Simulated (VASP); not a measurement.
A run of VASP 6.6.1 is set up as follows.

The input INCAR:

```
ALGO     = Normal         # electronic algorithm
EDIFF    = 1E-6           # SCF threshold, eV
ENCUT    = 520            # plane-wave cutoff, eV
GGA      = PE             # functional
ISIF     = 2              # what is computed and relaxed
ISMEAR   = 0              # smearing method
ISPIN    = 2              # spin polarisation
LASPH    = True           # aspherical terms in the spheres
LCHARG   = False          # write CHGCAR
LMAXMIX  = 4              # l up to which the mixer works
LORBIT   = 11             # projections on sites
LREAL    = False          # projectors in reciprocal space
LWAVE    = False          # write WAVECAR
MAGMOM   = 0 1 0 0 0      # initial moments
NBANDS   = 33             # bands
NELM     = 150            # most SCF steps
PREC     = Accurate       # precision mode
SIGMA    = 0.1            # smearing width, eV
```

KPOINTS

```
k-points
0
Gamma
  4 4 4
```

Contents of POSCAR:

```
TlCuS3
1.0
    4.7246660900      0.0000000000      0.0000000000
    0.0000000000      4.7246660900      0.0000000000
    0.0000000000      0.0000000000      4.7246660900
Tl Cu S
1 1 3
Direct
    0.5000000000      0.5000000000      0.5000000000
    0.0000000000      0.0000000000      0.0000000000
    0.5000000000      0.0000000000      0.0000000000
    0.0000000000      0.5000000000      0.0000000000
    0.0000000000      0.0000000000      0.5000000000
```

Potentials or basis: VASP PAW PBE potentials, release 64 (Tl_d, Cu, S).

The run is started by

```console
$ cat potpaw_PBE.64/Tl_d/POTCAR potpaw_PBE.64/Cu/POTCAR potpaw_PBE.64/S/POTCAR > POTCAR
$ mpirun -np 1 vasp_std > vasp.out
```

Question: What does it give for the site moments?

Answer: Tl +0.05; Cu -0.00; S +0.22 μB.

Question: What does it give for the net moment?

Answer: 1.06 μB per cell.

Question: Predict the band gap on the k mesh.

Answer: None (metal or under the smearing width).

Caveat: a cell with one magnetic atom can't hold antiferromagnetic order, which such compounds often take. With open d or f shells a metallic result of PBE can be an artefact of self-interaction; +U or a hybrid may open a gap.
